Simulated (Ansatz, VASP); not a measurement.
## In2O3 in two plane-wave programs

Wanted: the spread between two codes on one cell, functional and k mesh. The cell is taken from a series of runs on this material, whose earlier steps may have relaxed, scaled, displaced or heated it; both programs get it as it stands.

Main program and level: Ansatz 0.2.0; plane waves, with VASP 6.6.1 beside it; LDA.

**1. Set-up**

The structure is trigonal, space group R-3c (No. 167). The conventional cell has a = 5.514 Å, b = 5.514 Å, c = 14.583 Å, α = 90.00°, β = 90.00°, γ = 120.00°. Nearest to In lie 6 O at 2.14 to 2.26 Å. Nearest to O lie 4 In at 2.14 to 2.26 Å. Farther neighbours and most contacts between anions are not listed.

As a file:

```cif
data_structure
_symmetry_space_group_name_H-M 'P 1'
_symmetry_Int_Tables_number 1
_cell_length_a 5.8107
_cell_length_b 5.8107
_cell_length_c 5.8107
_cell_angle_alpha 56.655
_cell_angle_beta 56.655
_cell_angle_gamma 56.655
_cell_volume 128.01
loop_
_atom_site_label
_atom_site_type_symbol
_atom_site_fract_x
_atom_site_fract_y
_atom_site_fract_z
_atom_site_occupancy
In1 In 0.35694 0.35694 0.35694 1
In2 In 0.14306 0.14306 0.14306 1
In3 In 0.64306 0.64306 0.64306 1
In4 In 0.85694 0.85694 0.85694 1
O5 O 0.54593 0.95407 0.25000 1
O6 O 0.25000 0.54593 0.95407 1
O7 O 0.95407 0.25000 0.54593 1
O8 O 0.45407 0.04593 0.75000 1
O9 O 0.75000 0.45407 0.04593 1
O10 O 0.04593 0.75000 0.45407 1
```

**2. VASP: single point, LDA, pair 1**

A single point takes one fixed geometry, so differences don't come from the geometry; what else differs is listed under the comparison.

Lines of VASP's logs that name or quote its potential files are left out, and so is its time.

File INCAR:

```
SYSTEM = In2O3
PREC = Accurate
ENCUT = 600
EDIFF = 1E-06
NELM = 120
ISMEAR = -1
SIGMA = 0.02
LREAL = .FALSE.
ALGO = Normal
GGA = PW92
NBANDS = 54
LORBIT = 11
LWAVE = .FALSE.
LCHARG = .FALSE.
ISIF = 2
LASPH = .TRUE.
GGA_COMPAT = .FALSE.
EFERMI = MIDGAP
KPAR = 2
```

File POSCAR:

```
In2O3
1.0
    2.7572175000      1.5918802658      4.8608500000
   -2.7572175000      1.5918802658      4.8608500000
    0.0000000000     -3.1837605317      4.8608500000
In O
4 6
Direct
    0.3569356644      0.3569356644      0.3569356644
    0.1430643356      0.1430643356      0.1430643356
    0.6430643356      0.6430643356      0.6430643356
    0.8569356644      0.8569356644      0.8569356644
    0.5459284140      0.9540715860      0.2500000000
    0.2500000000      0.5459284140      0.9540715860
    0.9540715860      0.2500000000      0.5459284140
    0.4540715860      0.0459284140      0.7500000000
    0.7500000000      0.4540715860      0.0459284140
    0.0459284140      0.7500000000      0.4540715860
```

File KPOINTS:

```
Automatic mesh
0
Gamma
6 6 6
0 0 0
```

PAW data sets: In_d and O (LDA family, release 64).

Command:

```bash
mpirun -np 2 vasp_std
```

Numbers of over 12 decimals in the logs are rounded to 6 here.

Output:

```text
[banner, memory and clock lines left out]
running    2 mpi-ranks, on    1 nodes
 distrk:  each k-point on    1 cores,    2 groups
 distr:  one band on    1 cores,    1 groups

 POSCAR found type information on POSCAR InO
 POSCAR found :  2 types and      10 ions
|                                                                             |
|               ----> ADVICE to this user running VASP <----                  |
|                                                                             |
|     You enforced a specific xc type in the INCAR file but a different       |
|     [... a line on the potential file left out ...]
|     I HOPE YOU KNOW WHAT YOU ARE DOING!                                     |
|                                                                             |

 LDA part: xc-table for (Slater(with rela. corr.)+PW92), standard interpolation
 POSCAR, INCAR and KPOINTS ok, starting setup
 FFT: planning ... GRIDC
 FFT: planning ... GRID_SOFT
 FFT: planning ... GRID
 WAVECAR not read
 entering main loop
       N       E                     dE             d eps       ncg     rms          rms(c)
DAV:   1     0.132112973694E+04    0.13211E+04   -0.45209E+04  3550   0.258E+03
DAV:   2     0.211871028709E+03   -0.11093E+04   -0.10623E+04  3582   0.698E+02
DAV:   3    -0.494117345273E+02   -0.26128E+03   -0.25321E+03  3798   0.289E+02
DAV:   4    -0.728278073634E+02   -0.23416E+02   -0.23200E+02  4776   0.922E+01
DAV:   5    -0.732894287789E+02   -0.46162E+00   -0.46058E+00  4448   0.141E+01    0.226E+01
DAV:   6    -0.638200504853E+02    0.94694E+01   -0.38208E+01  5234   0.619E+01    0.192E+01
DAV:   7    -0.638107683214E+02    0.92822E-02   -0.35525E+00  4296   0.114E+01    0.440E+00
DAV:   8    -0.637025476697E+02    0.10822E+00   -0.31852E-01  5224   0.347E+00    0.237E+00
DAV:   9    -0.636564713207E+02    0.46076E-01   -0.56142E-02  5424   0.292E+00    0.427E-01
DAV:  10    -0.636538029337E+02    0.26684E-02   -0.19361E-02  5112   0.136E+00    0.112E-01
DAV:  11    -0.636539391295E+02   -0.13620E-03   -0.13708E-03  4680   0.269E-01    0.564E-02
DAV:  12    -0.636539322716E+02    0.68579E-05   -0.11438E-04  5088   0.591E-02    0.163E-02
DAV:  13    -0.636539328455E+02   -0.57397E-06   -0.55612E-06  3608   0.235E-02
   1 F= -.63653933E+02 E0= -.63653933E+02  d E =-.118064E-12
```

Parts of OUTCAR (step 2):

```text
ion  position               nearest neighbor table
   1  0.357  0.357  0.357-   9 2.14   8 2.14  10 2.14   7 2.26   5 2.26   6 2.26   2 3.12   3 3.26
                             3 3.26   3 3.26   2 3.63   2 3.63   2 3.63   4 4.01   4 4.01   4 4.01
   2  0.143  0.143  0.143-  10 2.14   8 2.14   9 2.14   6 2.26   5 2.26   7 2.26   1 3.12   4 3.26
                             4 3.26   4 3.26   1 3.63   1 3.63   1 3.63   3 4.01   3 4.01   3 4.01
   3  0.643  0.643  0.643-   6 2.14   5 2.14   7 2.14  10 2.26   8 2.26   9 2.26   4 3.12   1 3.26
                             1 3.26   1 3.26   4 3.63   4 3.63   4 3.63   2 4.01   2 4.01   2 4.01
   4  0.857  0.857  0.857-   7 2.14   5 2.14   6 2.14   9 2.26   8 2.26  10 2.26   3 3.12   2 3.26
                             2 3.26   2 3.26   3 3.63   3 3.63   3 3.63   1 4.01   1 4.01   1 4.01
   5  0.546  0.954  0.250-   3 2.14   4 2.14   1 2.26   2 2.26
   6  0.250  0.546  0.954-   3 2.14   4 2.14   2 2.26   1 2.26
   7  0.954  0.250  0.546-   4 2.14   3 2.14   1 2.26   2 2.26
   8  0.454  0.046  0.750-   1 2.14   2 2.14   3 2.26   4 2.26
   9  0.750  0.454  0.046-   1 2.14   2 2.14   4 2.26   3 2.26
  10  0.046  0.750  0.454-   2 2.14   1 2.14   3 2.26   4 2.26

  LATTYP: Found a trigonal (rhomboedric) cell.
 ALAT       =     5.8106965026
 COS(alpha) =     0.5496857780

 Subroutine GETGRP returns: Found 12 space group operations
 (whereof  6 operations were pure point group operations)

The static configuration has the point symmetry S_6 .
 The point group associated with its full space group is D_3d.

 Found     32 irreducible k-points:

   k-points           NKPTS =     32   k-points in BZ     NKDIM =     32   number of bands    NBANDS=     54

   dimension x,y,z NGX =    48 NGY =   48 NGZ =   48
   dimension x,y,z NGXF=    96 NGYF=   96 NGZF=   96

   ENCUT  =  600.0 eV  44.10 Ry    6.64 a.u.  11.61 11.61 11.61*2*pi/ulx,y,z

   NELECT =      88.0000    total number of electrons

 k-points in reciprocal lattice and weights: Automatic mesh
   0.00000000  0.00000000  0.00000000       0.005
   0.16666667  0.00000000 -0.00000000       0.028
   0.33333333  0.00000000 -0.00000000       0.028
   0.50000000 -0.00000000  0.00000000       0.014
   0.16666667  0.16666667 -0.00000000       0.028
   0.33333333  0.16666667 -0.00000000       0.056
   0.50000000  0.16666667 -0.00000000       0.056
  -0.33333333  0.16666667 -0.00000000       0.056
  -0.16666667  0.16666667  0.00000000       0.028
[...]
-0.33333333  0.50000000  0.33333333       0.028
   0.50000000  0.50000000  0.50000000       0.005

 average (electrostatic) potential at core
       1 -92.8592       2 -92.8592       3 -92.8592       4 -92.8592       5 -69.1349
       6 -69.1349       7 -69.1349       8 -69.1349       9 -69.1349      10 -69.1349

 E-fermi :   5.6732

 k-point     1 :       0.0000    0.0000    0.0000
  band No.  band energies     occupation
    ...
     40       4.7426      2.00000
     41       4.8599      2.00000
     42       4.8599      2.00000
     43       5.0709      2.00000
     44       5.0709      2.00000
     45       6.2232      0.00000
     46      10.4075      0.00000
     47      11.0888      0.00000
     48      12.1383      0.00000
     49      14.0568      0.00000
    ...

 k-point     2 :       0.1667    0.0000   -0.0000
  band No.  band energies     occupation
    ...
     40       4.6227      2.00000
     41       4.8430      2.00000
     42       4.9102      2.00000
     43       4.9250      2.00000
     44       5.0676      2.00000
     45       7.1194      0.00000
     46      10.7139      0.00000
     47      10.9554      0.00000
     48      11.8623      0.00000
     49      13.0914      0.00000
    ...

 k-point     3 :       0.3333    0.0000   -0.0000
  band No.  band energies     occupation
    ...
     40       4.4734      2.00000
     41       4.4949      2.00000
     42       4.5855      2.00000
     43       4.9854      2.00000
     44       5.1232      2.00000
     45       8.5297      0.00000
     46      10.7376      0.00000
     47      10.8936      0.00000
     48      11.1684      0.00000
     49      12.7352      0.00000
    ...

  Total       -4.3754686     -4.3754686     -4.0024429      0.0000000      0.0000000      0.0000000
  in kB      -54.7633816    -54.7633816    -50.0945903      0.0000000      0.0000000      0.0000000
  external PRESSURE =     -53.2071178 kB  Pullay stress =       0.0000000 kB

  energy-cutoff  :      600.00
  volume of cell :      128.01
      direct lattice vectors                 reciprocal lattice vectors
     2.757217500  1.591880266  4.860850000     0.181342241  0.104697992  0.068575112
    -2.757217500  1.591880266  4.860850000    -0.181342241  0.104697992  0.068575112
     0.000000000 -3.183760532  4.860850000     0.000000000 -0.209395983  0.068575112

 POSITION                                       TOTAL-FORCE (eV/Angst)
 -----------------------------------------------------------------------------------
      0.00000     -0.00000      5.20503        -0.000000     -0.000000      0.003491
      0.00000     -0.00000      2.08624        -0.000000      0.000000     -0.003491
      0.00000     -0.00000      9.37752        -0.000000      0.000000     -0.003491
      0.00000     -0.00000     12.49631        -0.000000     -0.000000      0.003491
     -1.12534      1.59188      8.50649         0.000752     -0.000000      0.000000
     -0.81594     -1.77051      8.50649        -0.000376      0.000651      0.000000
      1.94128      0.17863      8.50649        -0.000376     -0.000651      0.000000
      1.12534     -1.59188      6.07606        -0.000752     -0.000000      0.000000
      0.81594      1.77051      6.07606         0.000376     -0.000651      0.000000
     -1.94128     -0.17863      6.07606         0.000376      0.000651      0.000000
 -----------------------------------------------------------------------------------
    total drift:                               -0.000000     -0.000000      0.000000

  FREE ENERGIE OF THE ION-ELECTRON SYSTEM (eV)
  ---------------------------------------------------
  free  energy   TOTEN  =       -63.6539328455 eV

  energy  without entropy=      -63.6539328455  energy(sigma->0) =      -63.65393285

 total charge
# of ion       s       p       d       tot
------------------------------------------
    1        0.658   0.662  10.060  11.380
    2        0.658   0.662  10.060  11.380
    3        0.658   0.662  10.060  11.380
    4        0.658   0.662  10.060  11.380
    5        1.549   3.420   0.000   4.970
    6        1.549   3.420   0.000   4.970
    7        1.549   3.420   0.000   4.970
    8        1.549   3.420   0.000   4.970
    9        1.549   3.420   0.000   4.970
   10        1.549   3.420   0.000   4.970
--------------------------------------------------
tot         11.929  23.169  40.241  75.339

[... 3 further parts left out ...]
```

The run ends at a pressure of -5.32 GPa, with forces up to 0.0035 eV/Å.

**3. Ansatz: single point, LDA, pair 1**

Ansatz runs on its PAW soft_1 files.

The same cell, functional (in two slightly different forms), mesh and smearing now go to Ansatz, which takes its cutoff from its data sets.

File input.yaml:

```yaml
crystal:
  lattice:
    - [2.7572175, 1.5918802658, 4.86085]
    - [-2.7572175, 1.5918802658, 4.86085]
    - [0.0, -3.1837605317, 4.86085]
  atoms:
    - { symbol: In, position: [0.3569356644, 0.3569356644, 0.3569356644] }
    - { symbol: In, position: [0.1430643356, 0.1430643356, 0.1430643356] }
    - { symbol: In, position: [0.6430643356, 0.6430643356, 0.6430643356] }
    - { symbol: In, position: [0.8569356644, 0.8569356644, 0.8569356644] }
    - { symbol: O, position: [0.545928414, 0.954071586, 0.25] }
    - { symbol: O, position: [0.25, 0.545928414, 0.954071586] }
    - { symbol: O, position: [0.954071586, 0.25, 0.545928414] }
    - { symbol: O, position: [0.454071586, 0.045928414, 0.75] }
    - { symbol: O, position: [0.75, 0.454071586, 0.045928414] }
    - { symbol: O, position: [0.045928414, 0.75, 0.454071586] }
kpoints:
  mp_grid: { grid: [6, 6, 6] }
  band_path:
    path:
      - [0.0, 0.0, 0.0]
      - [0.5, 0.5, 0.5]
      - [0.76183349, 0.23816651, 0.5]
      - [0.5, -0.23816651, 0.23816651]
      - [0.5, 0.0, 0.0]
      - [0.36908326, -0.36908326, 0.0]
      - [0.63091674, 0.0, 0.36908326]
      - [0.5, 0.0, 0.5]
      - [0.3, 0.0, 0.0]
    npoints: 1
hamiltonian:
  xc: lda
  pseudopotentials: { kind: paw, azcp: { folder: soft_1 }, xc_functional: pbe }
scf:
  occupations: { method: fermi_dirac, width: 0.02 }
  n_extra_bands: 7
output:
  eigenvalues: true
  forces: true
  stress: true
  write_density: true
  write_potential: true
  elf: true
  volumetric_format: npy
```

Command:

```bash
ansatz run input.yaml --threads 4 --pin off --max-ram 138240MiB --backend cuda --events-out ev --progress --plain --runs-dir out --devices 1 --max-vram 26GiB
```

Output:

```text
scf.n_extra_bands = 7 over 44 filled bands (N_el = 88.0): the run solves 51 bands
GPUs: using 1 of 1 available (devices: 1).
Engine: ansatz 0.2.0, x86_64-unknown-linux-gnu
Pseudopotentials: kind: paw
Pseudopotential: In, paw, valence charge 13, recommended cutoff 420 eV (normal), soft_1/In.paw.azcp
Pseudopotential: O, paw, valence charge 6, recommended cutoff 420 eV (normal), soft_1/O.paw.azcp
Functional definition: SPW92
  exchange = slater_x
  correlation = pw_c
device memory: the entry about to start is reckoned to put 2.8 GiB on a device that reports 59.4 GiB free (of which the cap on the GPU budget leaves the run 26.0 GiB)
GPU FFT provider: cuFFT
GPU libraries: cuBLAS 13.8.2, cuFFT 12.4.0, cuSOLVER 12.3.4
Crystal: 10 atoms, lattice volume = 128.010 Å³
Basis set: ecut = 420 eV, 2501 PW (Γ)
Bands: 51, of which v1, the nominal top of the filled ones, is band 44 counted from 1 (43 counted from 0)
Symmetry: 12 space group operations
Space group: R-3c (ITA 167), of the structure as read, at distance tolerance 5.0e-5 Å
k-points: 32 of 216
Non-local potential: In, projectors of the file, l = 0: 2, l = 1: 2, l = 2: 2, l = 3: 1
Non-local potential: O, projectors of the file, l = 0: 2, l = 1: 2, l = 2: 1
PAW form: soft (Blöchl's): semilocal exchange-correlation on the pseudo side does not see the compensation charge
PAW frozen core: In, regenerated for the run's functional, and the local potential with it (the file was generated under x = pbe(κ = 0.804, μ = 0.219515), c = pbe(β = 0.066725))
PAW frozen core: O, regenerated for the run's functional, and the local potential with it (the file was generated under x = pbe(κ = 0.804, μ = 0.219515), c = pbe(β = 0.066725))
PAW one-centre angular grid: In, 590 points (default); XC on 64 Gauss nodes
PAW one-centre angular grid: O, 110 points (default); XC on 64 Gauss nodes
Initial density: superposition of atomic densities (chi_scale 0.1, normalization cell, long waves kept (reshape's long-wave potential 0.00 eV rms))
Initial wavefunctions: pseudopotential atomic-orbital guess
GPU buffer pool allocated for 64000 grid points (all kernels)
GPU transforms: local potential and band sums: pruned to the plane-wave sphere, on 40×40×40
Functional: x = slater, c = lda
SCF iter   1: F=—  HF=-25162.481259 eV  |F-HF|=—  |Δ(HF+E_count)|=         —  Δρ=5.94e-2  dr2=2.93e0  ethr=3.10e-3  ⟨swp⟩=6.8  Hψ=6024  notcnv=0
preconditioner: auto → Resta (q_TF=auto, 2.563 Å⁻¹)  ε∞=4.9  [insulator: Δε(μ)=1.194 eV  Ē_g=15.544 eV  σ=0.020 eV  W_gap=1.00  n_scr=32 (ndim 8)  ℏωp=30.8 eV  f_vac=0.000  D(μ)=0.00/eV (n_scr^D=0)  ε∞_Penn≈4.9]
SCF iter   2: F=—  HF=-25161.826028 eV  |F-HF|=—  |Δ(HF+E_count)|=   6.55e-1  Δρ=2.92e-2  dr2=8.27e-1  ethr=3.10e-3  ⟨swp⟩=3.0  Hψ=2656  notcnv=0  defer=96
SCF iter   3: F=—  HF=-25161.539149 eV  |F-HF|=—  |Δ(HF+E_count)|=   2.87e-1  Δρ=4.27e-3  dr2=2.49e-2  ethr=9.39e-4  ⟨swp⟩=3.0  Hψ=2975  notcnv=0  defer=96
SCF iter   4: F=—  HF=-25161.535493 eV  |F-HF|=—  |Δ(HF+E_count)|=   3.66e-3  Δρ=1.28e-3  dr2=2.63e-3  ethr=2.83e-5  ⟨swp⟩=3.0  Hψ=2836  notcnv=0  defer=96
SCF iter   5: F=—  HF=-25161.535378 eV  |F-HF|=—  |Δ(HF+E_count)|=   1.15e-4  Δρ=2.07e-4  dr2=7.43e-5  ethr=2.99e-6  ⟨swp⟩=2.7  Hψ=2888  notcnv=0  defer=96
SCF iter   6: F=—  HF=-25161.535623 eV  |F-HF|=—  |Δ(HF+E_count)|=   2.45e-4  Δρ=7.33e-5  dr2=6.21e-6  ethr=8.44e-8  ⟨swp⟩=2.2  Hψ=2359  notcnv=0  defer=96
SCF iter   7: F=—  HF=-25161.535622 eV  |F-HF|=—  |Δ(HF+E_count)|=   2.18e-7  Δρ=1.64e-5  dr2=3.42e-7  ethr=7.05e-9  ⟨swp⟩=2.0  Hψ=2802  notcnv=0  defer=96
SCF iter   8: F=-25161.535622 eV  HF=-25161.535622 eV  |F-HF|=4.33e-9  |Δ(HF+E_count)|=   2.61e-8  Δρ=3.86e-6  dr2=1.70e-8  ethr=1.14e-10  ⟨swp⟩=15.2  Hψ=12113  notcnv=0
SCF 1 converged in 8 iterations: F = -25161.535622 eV  dr2 = 1.70e-8
  greatest PAW one-centre occupation: 0.991 electrons in one spin orbital (limit 2), on the In atom at site 0 (counted from 0), in its partial waves of l = 2
concurrent solve slots: 3 of 4 are kept, ahead of what memory takes: no pass of the eigensolver takes more rounds on 3
device memory: the entry about to start is reckoned to put 2.7 GiB on a device that reports 59.4 GiB free (of which the cap on the GPU budget leaves the run 26.0 GiB)
NSCF: frozen V_eff on 9 k-points
SCF converged after 8 iterations
Free energy (F): -25161.535622 eV
Harris-Foulkes:  -25161.535622 eV  (|F-HF|=4.33e-9)
Internal energy: -25161.535622 eV  (E = F + TS)
E sigma→0 (E₀):  -25161.535622 eV
Fermi energy:    8.976182 eV
--- Per-component energies (eV) ---
  E_band       = -4.325558
  E_kinetic    = 1888.650043
  E_local      = -5653.829779  (includes V_loc(G=0)·N_el)
  E_nonlocal   = 1656.344619
  E_hartree    = 2201.924783
  E_xc         = -982.454377
  E_vxc        = -896.581323  (∫ρ·V_xc dr)
  E_paw        = -17204.068571  (= ΣΔE_a)
  E_vpaw       = -1402.759358  (= ΣTr[D̂ρ^β])
  E_aug_tail   = 0.004607  (compensation charges beyond the density's cutoff)
  E_ewald      = -7069.826615
  E_core_change = 1.719667  (= ΣΔE_core)
  E_smearing   = -0.000000  (= −TS)
  E_closure    = 0.000000  (closes the sum)
  Σ components = -25161.535622   (vs F -25161.535622, Δ=0.00e0)
--- Forces (eV/Å), atoms counted from 1 ---
  atom   1  In     0.00000000    -0.00000000     0.00589894
  atom   2  In     0.00000000     0.00000000    -0.00589894
  atom   3  In    -0.00000000     0.00000000    -0.00589894
  atom   4  In    -0.00000000    -0.00000000     0.00589894
  atom   5  O      0.00477523     0.00000000     0.00000000
  atom   6  O     -0.00238761     0.00413547     0.00000000
  atom   7  O     -0.00238761    -0.00413547    -0.00000000
  atom   8  O     -0.00477523    -0.00000000     0.00000000
  atom   9  O      0.00238761    -0.00413547    -0.00000000
  atom  10  O      0.00238761     0.00413547     0.00000000
  max |Σ_I F_I| component: 1.30e-17 eV/Å
--- Stress (GPa, compression-positive) ---
       -5.919362       0.000000       0.000000
        0.000000      -5.919362      -0.000000
        0.000000      -0.000000      -5.322832
  P = ⅓ Tr σ = -5.7205 GPa (-57.205 kbar)
--- Band table (eV; the first three rows and the last of 32) ---
  k-point 0: bands = [... 40 lower, 8.1483, 8.1483, 8.3581, 8.3581, 9.4845, 13.6922, 14.3454, 15.4099, ... 3 higher]
  k-point 1: bands = [... 40 lower, 8.1317, 8.1984, 8.2129, 8.3541, 10.3864, 13.9942, 14.2142, 15.1345, ... 3 higher]
  k-point 2: bands = [... 40 lower, 7.7831, 7.8737, 8.2732, 8.4098, 11.7980, 14.0006, 14.1614, 14.4403, ... 3 higher]
  k-point 31: bands = [... 40 lower, 8.2162, 8.2162, 8.2162, 8.2162, 12.6094, 12.6094, 15.2631, 15.2631, ... 3 higher]
```

**4. Side by side**

Known differences besides the potentials themselves: the cutoff is 420 eV in Ansatz and 600 eV in VASP; VASP's log shows a relativistic correction to its local exchange, Ansatz's none. Total energies have different zeros and are not compared.

Both answers:

| quantity | Ansatz | VASP | difference |
| --- | --- | --- | --- |
| pressure (GPa) | -5.72 | -5.32 | -0.40 |
| gap on the k mesh (eV) | 1.075 | 1.100 | -0.025 |

The largest component of a force difference here is 4 meV/Å. A gap on the mesh is an upper bound, since the band edges may lie between its points.

(Continued in part 2 of 2.)

[Lines on the potential files, build, host, timing and source positions are cut from VASP's logs without a mark.]

[Logs are printed without paths, hosts, clocks, repeated set-up lines and the standing remarks that a program may print on its own settings, such as how far it seeks lower states.]

[Hosts, paths, dates, database ids (printed as entryN), source tags and the programs' standing remarks are cut or masked in the printed files.]
